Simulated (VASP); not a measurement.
Here is the system:

```
CELL_PARAMETERS angstrom
     10.93707     0.00000     0.00000
      0.00000    10.93707     0.00000
      0.00000     0.00000    10.93707
ATOMIC_POSITIONS crystal
  Si 0.50000 0.00000 0.00000
  Si 0.62500 0.12500 0.12500
  Si 0.75000 0.25000 0.00000
  Si 0.87500 0.37500 0.12500
  Si 0.75000 0.00000 0.25000
  Si 0.87500 0.12500 0.37500
  Si 0.00000 0.00000 0.00000
  Si 0.12500 0.12500 0.12500
  Si 0.25000 0.25000 0.00000
  Si 0.37500 0.37500 0.12500
  Si 0.50000 0.50000 0.00000
  Si 0.62500 0.62500 0.12500
  Si 0.75000 0.75000 0.00000
  Si 0.87500 0.87500 0.12500
  Si 0.25000 0.00000 0.25000
  Si 0.37500 0.12500 0.37500
  Si 0.50000 0.25000 0.25000
  Si 0.62543 0.37930 0.37866
  Si 0.75000 0.50000 0.25000
  Si 0.87500 0.62500 0.37500
  Si 0.50000 0.00000 0.50000
  Si 0.62500 0.12500 0.62500
  Si 0.75000 0.25000 0.50000
  Si 0.87500 0.37500 0.62500
  Si 0.75000 0.00000 0.75000
  Si 0.87500 0.12500 0.87500
  Si 0.00000 0.50000 0.00000
  Si 0.12500 0.62500 0.12500
  Si 0.25000 0.75000 0.00000
  Si 0.37500 0.87500 0.12500
  Si 0.00000 0.25000 0.25000
  Si 0.12500 0.37500 0.37500
  Si 0.25000 0.50000 0.25000
  Si 0.37597 0.62676 0.37537
  Si 0.50000 0.75000 0.25000
  Si 0.62500 0.87500 0.37500
  Si 0.00000 0.00000 0.50000
  Si 0.12500 0.12500 0.62500
  Si 0.25000 0.25000 0.50000
  Si 0.37612 0.37931 0.62652
  Si 0.62281 0.62123 0.62660
  Si 0.75000 0.75000 0.50000
  Si 0.87500 0.87500 0.62500
  Si 0.25000 0.00000 0.75000
  Si 0.37500 0.12500 0.87500
  Si 0.50000 0.25000 0.75000
  Si 0.62500 0.37500 0.87500
  Si 0.75000 0.50000 0.75000
  Si 0.87500 0.62500 0.87500
  Si 0.00000 0.75000 0.25000
  Si 0.12500 0.87500 0.37500
  Si 0.00000 0.50000 0.50000
  Si 0.12500 0.62500 0.62500
  Si 0.25000 0.75000 0.50000
  Si 0.37500 0.87500 0.62500
  Si 0.00000 0.25000 0.75000
  Si 0.12500 0.37500 0.87500
  Si 0.25000 0.50000 0.75000
  Si 0.37500 0.62500 0.87500
  Si 0.50000 0.75000 0.75000
  Si 0.62500 0.87500 0.87500
  Si 0.00000 0.75000 0.75000
  Si 0.12500 0.87500 0.87500
  Au 0.49951 0.49746 0.50355
```
Cell charge +1.

Computed with PBE GGA, VASP's PBE PAW potentials (set 64) (plane waves; VASP 6.6.1). Numerical set-up: PREC = Normal, LREAL = Auto, ISYM = 0, NELECT = 262.0, EDIFF = 1E-5, 400 eV cut-off, 1×1×1 Γ-centred mesh, Gaussian smearing of 0.050 eV, potentials Si Au.

The cell is charged, with a uniform compensating background. The supercell is sampled at Γ alone, which is coarse: total energies, pressure and levels can be off, energies of defects by several tenths of an eV.

Q: The ions are relaxed. What does this cell relax into?

A: 
```
CELL_PARAMETERS angstrom
     10.93707     0.00000     0.00000
      0.00000    10.93707     0.00000
      0.00000     0.00000    10.93707
ATOMIC_POSITIONS crystal
  Si 0.49994 0.00000 0.00027
  Si 0.62689 0.12195 0.12523
  Si 0.75226 0.24729 0.00118
  Si 0.87801 0.37277 0.12480
  Si 0.74945 0.99866 0.25289
  Si 0.87276 0.12663 0.37590
  Si 0.00009 0.00009 0.00033
  Si 0.12460 0.12405 0.12722
  Si 0.24782 0.24739 0.99892
  Si 0.37369 0.37340 0.12124
  Si 0.50015 0.50012 0.00024
  Si 0.62655 0.62680 0.12123
  Si 0.75213 0.75287 0.99874
  Si 0.87559 0.87607 0.12701
  Si 0.25064 0.00144 0.25317
  Si 0.37699 0.12749 0.37636
  Si 0.49908 0.24845 0.24487
  Si 0.62332 0.37793 0.36082
  Si 0.75253 0.50172 0.24428
  Si 0.87372 0.62380 0.37560
  Si 0.50015 0.00012 0.50038
  Si 0.62327 0.12760 0.62417
  Si 0.74428 0.25639 0.49921
  Si 0.87364 0.37620 0.62454
  Si 0.74928 0.00136 0.74729
  Si 0.87548 0.12370 0.87329
  Si 0.99999 0.50023 0.00023
  Si 0.12220 0.62741 0.12500
  Si 0.24781 0.75285 0.00133
  Si 0.37312 0.87817 0.12541
  Si 0.00078 0.24957 0.25244
  Si 0.12645 0.37625 0.37581
  Si 0.24777 0.49846 0.24455
  Si 0.37689 0.62244 0.36109
  Si 0.50104 0.75165 0.24487
  Si 0.62308 0.87276 0.37615
  Si 0.99997 0.00018 0.50047
  Si 0.12729 0.12683 0.62473
  Si 0.25581 0.25633 0.50118
  Si 0.37678 0.37786 0.63951
  Si 0.62304 0.62232 0.63895
  Si 0.74415 0.74377 0.50078
  Si 0.87259 0.87331 0.62437
  Si 0.25055 0.99858 0.74746
  Si 0.37322 0.12187 0.87500
  Si 0.50101 0.24849 0.75552
  Si 0.62637 0.37339 0.87905
  Si 0.75205 0.49825 0.75554
  Si 0.87765 0.62716 0.87518
  Si 0.99931 0.75061 0.25246
  Si 0.12716 0.87354 0.37606
  Si 0.00011 0.50013 0.50030
  Si 0.12646 0.62397 0.62471
  Si 0.25577 0.74390 0.49933
  Si 0.37679 0.87274 0.62410
  Si 0.99907 0.24957 0.74812
  Si 0.12201 0.37297 0.87541
  Si 0.24763 0.50177 0.75597
  Si 0.37358 0.62669 0.87920
  Si 0.49877 0.75149 0.75528
  Si 0.62654 0.87810 0.87477
  Si 0.00060 0.75047 0.74791
  Si 0.12430 0.87606 0.87327
  Au 0.49984 0.49962 0.50006
```
Cell charge +1.

Q: How much energy does the relaxation gain?

A: The energy (σ→0) changes by -6.5 meV/atom, in 18 ionic steps.

```tsv
step	E(σ→0) (eV)	max force (eV/Å)	pressure (GPa)	volume (Å³)
1	-343.2607	1.445	-0.20	1308.29
2	-343.4656	0.456	-0.28	1308.29
3	-343.4837	0.337	-0.30	1308.29
4	-343.5085	0.165	-0.31	1308.29
5	-343.5141	0.148	-0.32	1308.29
6	-343.5290	0.153	-0.32	1308.29
7	-343.5382	0.178	-0.33	1308.29
8	-343.5534	0.192	-0.33	1308.29
9	-343.5878	0.196	-0.34	1308.29
10	-343.6040	0.176	-0.34	1308.29
11	-343.6232	0.170	-0.35	1308.29
12	-343.6393	0.115	-0.36	1308.29
13	-343.6530	0.134	-0.37	1308.29
14	-343.6630	0.071	-0.37	1308.29
15	-343.6669	0.104	-0.38	1308.29
16	-343.6724	0.062	-0.39	1308.29
17	-343.6737	0.044	-0.39	1308.29
18	-343.6760	0.028	-0.39	1308.29
```

The cell is a supercell with a defect, built from Si (diamond): Au_Si, charge +1. The run is not spin-polarised, so no state with unpaired spins was tried.
